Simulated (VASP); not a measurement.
Method: PBE GGA, VASP's PBE PAW potentials (set 64) (plane waves; VASP 6.6.1).

The input files of a VASP run:

KPOINTS:
```
Automatic mesh
0
Gamma
16 16 16
0 0 0
```

INCAR:
```
! general
SYSTEM = C
PREC   = Normal
ENCUT  = 400
LREAL  = .False.   ! projection in real space or not
LASPH  = .True.   ! aspherical one-centre terms

! electronic loop
EDIFF  = 1E-5   ! SCF stop (eV)
NELM   = 100   ! most electronic steps
NELMIN = 4
ALGO   = Fast

! smearing
ISMEAR = 0   ! Gaussian
SIGMA  = 0.05

! functional
GGA    = PE   ! PBE

! ions
IBRION = 2   ! conjugate gradients
NSW    = 20
ISIF   = 2
EDIFFG = -0.03

! output
LWAVE  = .True.
LCHARG = .False.
```

### POSCAR
```
C
1.0
  0.0000000000   1.7866387897   1.7866387897
  1.7866387897   0.0000000000   1.7866387897
  1.7866387897   1.7866387897   0.0000000000
C
2
Cart
  0.0000000000   0.0000000000   0.0000000000
  0.8933193949   0.8933193949   0.8933193949
```

POTCAR, in this order: C (PBE.64 set). Program: vasp_std.

The resulting files:

### OSZICAR
```
       N       E                     dE             d eps       ncg     rms          rms(c)
DAV:   1    -0.434509281964E+01   -0.43451E+01   -0.43643E+03  2488   0.798E+02
DAV:   2    -0.187445497833E+02   -0.14399E+02   -0.13620E+02  3728   0.928E+01
DAV:   3    -0.188158384341E+02   -0.71289E-01   -0.71289E-01  2448   0.865E+00
DAV:   4    -0.188159226346E+02   -0.84201E-04   -0.84201E-04  3352   0.304E-01
DAV:   5    -0.188159226608E+02   -0.26180E-07   -0.26180E-07  2384   0.342E-03    0.556E+00
RMM:   6    -0.183509771714E+02    0.46495E+00   -0.26301E-01  2320   0.452E+00    0.331E+00
RMM:   7    -0.181932375614E+02    0.15774E+00   -0.40919E-01  2320   0.597E+00    0.728E-01
RMM:   8    -0.181968057489E+02   -0.35682E-02   -0.21455E-02  2320   0.171E+00    0.107E-01
RMM:   9    -0.181969963208E+02   -0.19057E-03   -0.31583E-03  2320   0.586E-01    0.483E-02
RMM:  10    -0.181970240502E+02   -0.27729E-04   -0.36456E-04  2320   0.208E-01    0.211E-02
RMM:  11    -0.181970254453E+02   -0.13951E-05   -0.53673E-05  2176   0.772E-02
   1 F= -.18197025E+02 E0= -.18197025E+02  d E =-.181970E+02
```

### OUTCAR
```
------------------------ aborting loop because EDIFF is reached ----------------------------------------
  FORCE on cell =-STRESS in cart. coord.  units (eV):
  Direction    XX          YY          ZZ          XY          YZ          ZX
  --------------------------------------------------------------------------------------
  Total       -0.2955865     -0.2955865     -0.2955865      0.0000000      0.0000000      0.0000000
  in kB      -41.5197737    -41.5197737    -41.5197737      0.0000000      0.0000000      0.0000000
  external PRESSURE =     -41.5197737 kB  Pullay stress =       0.0000000 kB
  volume of cell :       11.41
      direct lattice vectors                 reciprocal lattice vectors
     0.000000000  1.786638790  1.786638790    -0.279855113  0.279855113  0.279855113
     1.786638790  0.000000000  1.786638790     0.279855113 -0.279855113  0.279855113
     1.786638790  1.786638790  0.000000000     0.279855113  0.279855113 -0.279855113
 POSITION                                       TOTAL-FORCE (eV/Angst)
 -----------------------------------------------------------------------------------
      0.00000      0.00000      0.00000         0.000000      0.000000      0.000000
      0.89332      0.89332      0.89332        -0.000000     -0.000000     -0.000000
 -----------------------------------------------------------------------------------
    total drift:                               -0.000000     -0.000000      0.000000
  FREE ENERGIE OF THE ION-ELECTRON SYSTEM (eV)
  ---------------------------------------------------
  free  energy   TOTEN  =       -18.1970254453 eV

  energy  without entropy=      -18.1970254453  energy(sigma->0) =      -18.19702545

 reached required accuracy - stopping structural energy minimisation
```
(Selected blocks of OUTCAR.)

**OUTCAR**
```
 val. band max:        9.6731196598   @ k =   0.0000   0.0000   0.0000

 cond. band min:      13.7722715042   @ k =   0.3750   0.3750   0.0000


 Fermi energy:         9.8737986733

 k-point     1 :       0.0000    0.0000    0.0000
  band No.  band energies     occupation
      1     -11.7562      2.00000
      2       9.6720      2.00000
      3       9.6731      2.00000
      4       9.6731      2.00000
      5      15.2438      0.00000
      6      15.2456      0.00000
      7      15.2456      0.00000
      8      22.8498      0.00000

 k-point     2 :       0.0625    0.0000    0.0000
  band No.  band energies     occupation
      1     -11.6484      2.00000
      2       8.9376      2.00000
      3       9.4816      2.00000
      4       9.4826      2.00000
      5      15.4908      0.00000
      6      15.4925      0.00000
      7      15.6765      0.00000
      8      22.9490      0.00000

 k-point     3 :       0.1250    0.0000    0.0000
  band No.  band energies     occupation
      1     -11.3257      2.00000
      2       7.2467      2.00000
      3       9.0179      2.00000
      4       9.0189      2.00000
      5      16.1002      0.00000
      6      16.1019      0.00000
      7      16.5150      0.00000
      8      23.2344      0.00000

 k-point     4 :       0.1875    0.0000    0.0000
  band No.  band energies     occupation
      1     -10.7905      2.00000
      2       5.2091      2.00000
      3       8.4549      2.00000
      4       8.4560      2.00000
      5      16.8198      0.00000
      6      16.8216      0.00000
      7      17.2384      0.00000
      8      23.6764      0.00000

 k-point     5 :       0.2500    0.0000    0.0000
  band No.  band energies     occupation
      1     -10.0478      2.00000
      2       3.0813      2.00000
      3       7.9202      2.00000
      4       7.9213      2.00000
      5      17.4252      0.00000
      6      17.4274      0.00000
      7      17.7477      0.00000
...
```

At this cut-off the stress carries a Pulay error, which pulls relaxed volumes low.

The compound is C in the diamond structure. It was relaxed first.
